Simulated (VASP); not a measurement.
Here is the system:

```
Ru
1.0
    1.35472    -2.34644     0.00000
    1.35472     2.34644     0.00000
    0.00000     0.00000     4.27153
Ru
2
Direct
  0.33333   0.66667   0.25000
  0.66667   0.33333   0.75000
```

The numbers are results of rev-vdW-DF2, VASP's PBE PAW potentials (set 64) (plane waves; VASP), not measurements. Run with 520 eV cut-off, Gaussian smearing of 0.050 eV, potentials Ru_pv.

### Question
Estimate the band gap (along the path) with the smallest direct gap where there is one.

### Answer

```
Item                                                         Result
-------------------------  ----------------------------------------
band gap (along the path)  none (metal, semimetal or under 0.01 eV)
```

The absolute energy has meaning only against runs of the same code, potentials and settings.

The compound is Ru in the hcp structure. It was relaxed first.
